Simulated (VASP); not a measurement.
An input for Quantum ESPRESSO's pw.x (written as the equivalent of a VASP run, and not itself run):

```
&CONTROL
  calculation = 'vc-relax'
  pseudo_dir = './pseudo'
  outdir = './out'
  tprnfor = .true.
  tstress = .true.
  nstep = 60
  forc_conv_thr = 0.00078
/
&SYSTEM
  ibrav = 0
  nat = 6
  ntyp = 2
  ecutwfc = 84
  occupations = 'smearing'
  smearing = 'methfessel-paxton'
  degauss = 0.00735
  input_dft = 'vdw-df2'
/
&ELECTRONS
  conv_thr = 7.3e-08
  electron_maxstep = 100
/
&IONS
/
&CELL
/
ATOMIC_SPECIES
  Ag 107.868 Ag.upf
  O 15.999 O.upf
CELL_PARAMETERS angstrom
     4.9335258    0.0000000    0.0000000
    -0.0000000    4.9335258    0.0000000
     0.0000000   -0.0000000    4.9335258
ATOMIC_POSITIONS crystal
  Ag   0.7500000  0.2500000  0.7500000
  Ag   0.2500000  0.7500000  0.7500000
  Ag   0.7500000  0.7500000  0.2500000
  Ag   0.2500000  0.2500000  0.2500000
  O    0.0000000  0.0000000  0.0000000
  O    0.5000000  0.5000000  0.5000000
K_POINTS automatic
  6 6 6 0 0 0
```

Question: Write the VASP files for the same calculation (vdW-DF2).

Answer: Several could match; the one computed here: 
**KPOINTS**
```
Automatic mesh
0
Gamma
6 6 6
0 0 0
```

INCAR:
```
SYSTEM = Ag2O
PREC = Accurate; ENCUT = 520; LREAL = .False.
LASPH = .True.
EDIFF = 1E-6; NELM = 100; ALGO = Normal
LMAXMIX = 4
ISMEAR = 1; SIGMA = 0.1
GGA = ML; LUSE_VDW = .True.; AGGAC = 0.0
ZAB_VDW = -1.8867
IBRION = 2; NSW = 60; ISIF = 3
EDIFFG = -0.02
LWAVE = .False.; LCHARG = .False.
```

### POSCAR
```
Ag2O
1.0
  4.9335258228   0.0000000000   0.0000000000
  0.0000000000   4.9335258228   0.0000000000
  0.0000000000   0.0000000000   4.9335258228
Ag O
4 2
Cart
  3.7001443671   1.2333814557   3.7001443671
  1.2333814557   3.7001443671   3.7001443671
  3.7001443671   3.7001443671   1.2333814557
  1.2333814557   1.2333814557   1.2333814557
  0.0000000000   0.0000000000   0.0000000000
  2.4667629114   2.4667629114   2.4667629114
```

POTCAR, in this order: Ag O (PBE.64 set). Program: vasp_std.

The two are equivalent in intent, not identical: the potentials are each code's own (VASP's PAW set, PseudoDojo norm-conserving files in pw.x), so ENCUT and ecutwfc are chosen apart and not converted; conv_thr bounds pw.x's estimated SCF error, while EDIFF bounds the energy change between steps; forc_conv_thr acts on force components and is met together with etot_conv_thr.

The compound is Ag2O in the cuprite structure. This run relaxes it. Symmetry was kept, so distortions that lower it aren't found. The start is the result of an earlier pass.
